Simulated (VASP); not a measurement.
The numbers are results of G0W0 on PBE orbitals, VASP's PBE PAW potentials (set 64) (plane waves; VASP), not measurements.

VASP input:

INCAR:
```
SYSTEM = CdS
PREC = Normal
ENCUT = 500
ALGO = EVGW0
LREAL = .FALSE.
LASPH = .TRUE.
ISMEAR = 0
SIGMA = 0.01
GGA = PE
LWAVE = .FALSE.
LCHARG = .FALSE.
NELMGW = 1
NBANDS = 176
NOMEGA = 64
ENCUTGW = 170
NBANDSGW = 34
LSPECTRALGW = .TRUE.
```

KPOINTS:
```
Automatic mesh
0
G
4 4 2
0 0 0
```

### POSCAR
```
CdS
1.0
  4.1688400000   0.0000000000   0.0000000000
 -2.0844200000   3.6103210000   0.0000000000
  0.0000000000   0.0000000000   6.7796200000
Cd S
2 2
Cartesian
  2.0844220844   1.2034391299   3.3913015164
 -0.0000020844   2.4068818701   0.0014915164
  2.0844220844   1.2034391299   5.9442352236
 -0.0000020844   2.4068818701   2.5544252236
```

POTCAR, in this order: Cd_sv_GW S_GW (PBE.64 set). Program: vasp_std. Read from the step before: WAVECAR, WAVEDER.

Output of the run:

File OSZICAR:
```
energies w=
    0.000    0.000    1.071    0.000    2.140    0.000    3.205    0.000
    4.263    0.000    5.313    0.000    6.353    0.000    7.382    0.000
    8.399    0.000    9.403    0.000   10.394    0.000   11.372    0.000
   12.337    0.000   13.290    0.000   14.231    0.000   15.160    0.000
   16.080    0.000   16.991    0.000   17.894    0.000   18.791    0.000
   19.683    0.000   20.572    0.000   21.460    0.000   22.348    0.000
   23.239    0.000   24.134    0.000   25.035    0.000   25.945    0.000
   26.866    0.000   27.800    0.000   28.750    0.000   29.720    0.000
   30.712    0.000   31.729    0.000   32.776    0.000   33.857    0.000
   34.976    0.000   36.139    0.000   37.350    0.000   38.618    0.000
   39.949    0.000   41.353    0.000   42.837    0.000   44.415    0.000
   46.099    0.000   47.904    0.000   49.849    0.000   51.956    0.000
   54.249    0.000   56.762    0.000   59.531    0.000   62.603    0.000
   66.037    0.000   69.907    0.000   74.307    0.000   79.359    0.000
   85.223    0.000   92.119    0.000  100.347    0.000  110.335    0.000
  122.712    0.000  138.443    0.000  159.088    0.000  187.342    0.000
NQ=   1    0.0000    0.0000    0.0000,
 performed        345000 updates of chi_q(r,r)
NQ=   2    0.2500   -0.0000    0.0000,
 performed        905000 updates of chi_q(r,r)
NQ=   3    0.5000   -0.0000    0.0000,
 performed       1393000 updates of chi_q(r,r)
NQ=   4    0.2500    0.2500    0.0000,
 performed       2025000 updates of chi_q(r,r)
NQ=   5    0.0000    0.0000    0.5000,
 performed       2370000 updates of chi_q(r,r)
NQ=   6    0.2500   -0.0000    0.5000,
 performed       2930000 updates of chi_q(r,r)
NQ=   7    0.5000   -0.0000    0.5000,
 performed       3418000 updates of chi_q(r,r)
NQ=   8    0.2500    0.2500    0.5000,
 performed       4050000 updates of chi_q(r,r)
 resolving degeneracies of screened two electron integrals
```

**OUTCAR**
```


 k-point   1 :       0.0000    0.0000    0.0000
  band No.  KS-energies  QP-energies   sigma(KS)   V_xc(KS)     V^pw_x(r,r')   Z            occupation Imag(sigma)

      1     -98.6766    -103.7255     -39.6776     -32.0319     -55.4546       0.6604       2.0000       3.2617
      2     -98.6766    -103.7255     -39.6776     -32.0319     -55.4546       0.6604       2.0000       3.2617
      3     -59.7486     -63.1755     -35.8155     -31.0028     -49.0012       0.7121       2.0000       4.1014
      4     -59.7486     -63.1755     -35.8155     -31.0028     -49.0012       0.7121       2.0000       4.1014
      5     -59.7486     -63.1755     -35.8155     -31.0028     -49.0012       0.7121       2.0000       4.1014
      6     -59.7486     -63.1755     -35.8155     -31.0028     -49.0012       0.7121       2.0000       4.1014
      7     -59.7486     -63.1755     -35.8155     -31.0028     -49.0012       0.7121       2.0000       4.1014
      8     -59.7486     -63.1755     -35.8155     -31.0028     -49.0012       0.7121       2.0000       4.1014
      9      -9.6027     -10.4201     -14.3032     -13.1335     -21.0251       0.6988       2.0000       1.8853
     10      -9.1934     -10.0033     -15.2969     -14.1411     -21.9473       0.7007       2.0000       1.7494
     11      -5.0193      -6.4862     -26.0585     -24.0787     -31.8337       0.7409       2.0000       0.7327
     12      -5.0123      -6.4772     -26.0583     -24.0810     -31.8344       0.7408       2.0000       0.7348
     13      -5.0123      -6.4772     -26.0583     -24.0810     -31.8344       0.7408       2.0000       0.7348
     14      -4.9331      -6.4021     -26.2845     -24.3054     -32.0548       0.7423       2.0000       0.7201
     15      -4.9331      -6.4021     -26.2845     -24.3054     -32.0548       0.7423       2.0000       0.7201
     16      -4.6267      -6.1186     -27.1838     -25.1802     -32.9220       0.7446       2.0000       0.6437
     17      -4.6267      -6.1186     -27.1838     -25.1802     -32.9220       0.7446       2.0000       0.6437
     18      -4.5414      -6.0361     -27.4422     -25.4451     -33.2095       0.7484       2.0000       0.6431
     19      -4.5414      -6.0361     -27.4422     -25.4451     -33.2095       0.7484       2.0000       0.6431
     20      -4.2175      -5.6385     -26.8029     -24.9001     -32.5083       0.7468       2.0000       0.6814
     21      -1.6188      -2.6288     -12.7281     -11.4084     -15.5780       0.7654       2.0000       0.6783
     22       1.8774       1.1711     -15.1632     -14.2432     -17.3957       0.7677       2.0000       0.3825
     23       1.8774       1.1711     -15.1632     -14.2432     -17.3957       0.7677       2.0000       0.3825
     24       2.5579       1.9379     -15.7731     -14.9694     -17.8663       0.7715       2.0000       0.3442
     25       2.5989       1.9871     -15.9350     -15.1405     -18.0387       0.7700       2.0000       0.3422
     26       2.5989       1.9871     -15.9350     -15.1405     -18.0387       0.7700       2.0000       0.3422
     27       3.7510       4.2001     -10.0450     -10.5995      -6.6997       0.8099       0.0000      -0.2841
     28       5.3515       5.9762     -10.1695     -10.9409      -6.6072       0.8099       0.0000      -0.3209
     29       9.0651       9.8236      -9.4773     -10.4156      -5.6114       0.8084       0.0000      -0.4184
     30       9.0651       9.8236      -9.4773     -10.4156      -5.6114       0.8084       0.0000      -0.4184
     31       9.3651      10.1554      -9.4765     -10.4556      -5.5255       0.8071       0.0000      -0.4320
     32      10.1372      10.9801      -9.6908     -10.7406      -5.5884       0.8030       0.0000      -0.4795
     33      10.1372      10.9801      -9.6908     -10.7406      -5.5884       0.8030       0.0000      -0.4795
     34      10.2059      10.8062      -9.4619     -10.2200      -5.1322       0.7920       0.0000      -0.5824

 k-point   2 :       0.2500   -0.0000    0.0000
  band No.  KS-energies  QP-energies   sigma(KS)   V_xc(KS)     V^pw_x(r,r')   Z            occupation Imag(sigma)

      1     -98.6766    -103.7402     -39.6778     -32.0319     -55.4546       0.6623       2.0000       3.2615
      2     -98.6766    -103.7402     -39.6778     -32.0319     -55.4546       0.6623       2.0000       3.2615
      3     -59.7486     -63.1708     -35.8155     -31.0027     -49.0007       0.7110       2.0000       4.1010
      4     -59.7486     -63.1708     -35.8155     -31.0027     -49.0007       0.7110       2.0000       4.1010
      5     -59.7486     -63.1708     -35.8155     -31.0027     -49.0007       0.7110       2.0000       4.1010
      6     -59.7486     -63.1708     -35.8155     -31.0027     -49.0007       0.7110       2.0000       4.1010
      7     -59.7486     -63.1708     -35.8155     -31.0027     -49.0007       0.7110       2.0000       4.1010
      8     -59.7486     -63.1708     -35.8155     -31.0027     -49.0007       0.7110       2.0000       4.1010
      9      -9.4185     -10.2284     -14.6815     -13.5217     -21.3681       0.6983       2.0000       1.8282
     10      -9.1194      -9.9320     -15.5055     -14.3502     -22.1462       0.7033       2.0000       1.7238
     11      -4.9616      -6.4294     -26.1655     -24.1874     -31.9359       0.7420       2.0000       0.7265
     12      -4.9469      -6.4135     -26.2335     -24.2562     -32.0101       0.7418       2.0000       0.7258
     13      -4.8663      -6.3348     -25.9782     -24.0060     -31.6946       0.7446       2.0000       0.7242
     14      -4.8318      -6.3035     -26.6061     -24.6309     -32.3932       0.7451       2.0000       0.7094
     15      -4.8164      -6.2860     -26.2164     -24.2480     -31.9557       0.7466       2.0000       0.7191
     16      -4.6621      -6.1549     -27.0325     -25.0278     -32.7645       0.7446       2.0000       0.6507
     17      -4.6139      -6.1059     -27.2137     -25.2117     -32.9605       0.7452       2.0000       0.6456
     18      -4.5925      -6.0844     -27.1588     -25.1601     -32.9030       0.7464       2.0000       0.6516
     19      -4.5264      -6.0227     -27.4794     -25.4821     -33.2486       0.7492       2.0000       0.6411
     20      -4.1026      -5.5049     -26.7917     -24.9159     -32.4802       0.7476       2.0000       0.6806
     21      -1.2828      -2.2336     -13.1992     -11.9573     -15.9468       0.7656       2.0000       0.6317
     22       0.2499      -0.6220     -13.8945     -12.7608     -16.3258       0.7691       2.0000       0.4776
     23       0.6979      -0.0657     -14.8954     -13.9042     -17.1551       0.7704       2.0000       0.4276
     24       1.3015       0.5307     -14.5113     -13.5043     -16.8252       0.7654       2.0000       0.4167
     25       2.1281       1.4563     -15.2964     -14.4216     -17.4420       0.7680       2.0000       0.3645
     26       2.2365       1.5792     -15.5280     -14.6719     -17.6888       0.7677       2.0000       0.3613
     27       5.5163       6.0982     -10.7532     -11.4813      -7.3468       0.7992       0.0000      -0.3183
     28       6.5659       7.2836     -10.4708     -11.3644      -6.7907       0.8031       0.0000      -0.3562
     29       8.0867       8.6994      -9.3471     -10.1083      -5.5593       0.8050       0.0000      -0.4080
     30       8.9816       9.6363      -9.3939     -10.2064      -5.5280       0.8058       0.0000      -0.4333
     31       9.6248      10.4215      -9.5864     -10.5758      -5.5917       0.8052       0.0000      -0.4524
     32      10.0248      10.6056      -9.3397     -10.0638      -5.3261       0.8021       0.0000      -0.4978
     33      10.5378      11.3246      -9.6143     -10.5951      -5.4125       0.8023       0.0000      -0.5176
     34      11.0346      11.7213      -9.4079     -10.2595      -5.3586       0.8065       0.0000      -0.5062

 k-point   3 :       0.5000   -0.0000    0.0000
  band No.  KS-energies  QP-energies   sigma(KS)   V_xc(KS)     V^pw_x(r,r')   Z            occupation Imag(sigma)

      1     -98.6765    -103.7847     -39.6778     -32.0318     -55.4544       0.6681       2.0000       3.2613
      2     -98.6765    -103.7847     -39.6778     -32.0318     -55.4544       0.6681       2.0000       3.2613
      3     -59.7483     -63.2049     -35.8156     -31.0024     -49.0000       0.7182       2.0000       4.1005
      4     -59.7483     -63.2049     -35.8156     -31.0024     -49.0000       0.7182       2.0000       4.1005
      5     -59.7483     -63.2049     -35.8156     -31.0024     -49.0000       0.7182       2.0000       4.1005
      6     -59.7483     -63.2049     -35.8156     -31.0024     -49.0000       0.7182       2.0000       4.1005
      7     -59.7483     -63.2049     -35.8156     -31.0024     -49.0000       0.7182       2.0000       4.1005
      8     -59.7483     -63.2049     -35.8156     -31.0024     -49.0000       0.7182       2.0000       4.1005
      9      -9.2032     -10.0122     -15.2636     -14.1082     -21.9160       0.7002       2.0000       1.7520
     10      -9.0750      -9.8885     -15.6299     -14.4750     -22.2641       0.7044       2.0000       1.7094
     11      -4.9236      -6.3947     -26.1582     -24.1764     -31.9051       0.7423       2.0000       0.7195
     12      -4.9069      -6.3794     -26.3316     -24.3499     -32.0978       0.7430       2.0000       0.7158
     13      -4.7336      -6.2089     -26.9583     -24.9852     -32.7648       0.7477       2.0000       0.6978
     14      -4.7309      -6.2208     -26.6436     -24.6431     -32.3611       0.7448       2.0000       0.6738
     15      -4.7183      -6.1959     -26.8654     -24.8863     -32.6443       0.7466       2.0000       0.6908
     16      -4.6618      -6.1521     -26.9591     -24.9599     -32.6969       0.7455       2.0000       0.6607
     17      -4.5597      -6.0523     -27.4089     -25.4142     -33.1820       0.7483       2.0000       0.6468
     18      -4.5062      -6.0026     -27.5299     -25.5333     -33.3028       0.7495       2.0000       0.6391
     19      -4.2580      -5.6786     -26.7680     -24.8663     -32.4710       0.7470       2.0000       0.6849
     20      -4.1229      -5.5256     -26.3042     -24.4281     -31.9407       0.7476       2.0000       0.6911
     21      -1.4059      -2.3680     -13.5614     -12.3043     -16.3865       0.7653       2.0000       0.6396
     22      -0.8245      -1.7275     -13.9068     -12.7272     -16.5713       0.7654       2.0000       0.5746
     23       0.0660      -0.8324     -13.4411     -12.2692     -15.9468       0.7666       2.0000       0.5089
     24       0.8091      -0.0158     -13.9057     -12.8267     -16.3006       0.7645       2.0000       0.4541
     25       1.3681       0.5943     -14.5027     -13.4977     -16.7451       0.7699       2.0000       0.4014
     26       1.8790       1.1750     -15.1075     -14.1904     -17.3354       0.7676       2.0000       0.3838
     27       6.2573       6.9532     -10.5233     -11.3917      -6.8620       0.8014       0.0000      -0.3497
     28       6.4755       7.0826      -9.9744     -10.7234      -6.4443       0.8106       0.0000      -0.3422
     29       7.7103       8.1947      -9.3412      -9.9402      -5.8613       0.8086       0.0000      -0.3735
...
```
(Selected blocks of OUTCAR.)

The mesh is coarse and the basis finite, so the quasiparticle values are not converged. VASP warned that its frequency grid is unfit for quasiparticle energies.

The structure comes from a computed database's CdS entry (P6_3mc); how it stands against other phases isn't given here. The cell was not relaxed at this level. The k-mesh is coarse (spacing up to 0.46 per Å, 2π included), so the numbers may not be converged in it.
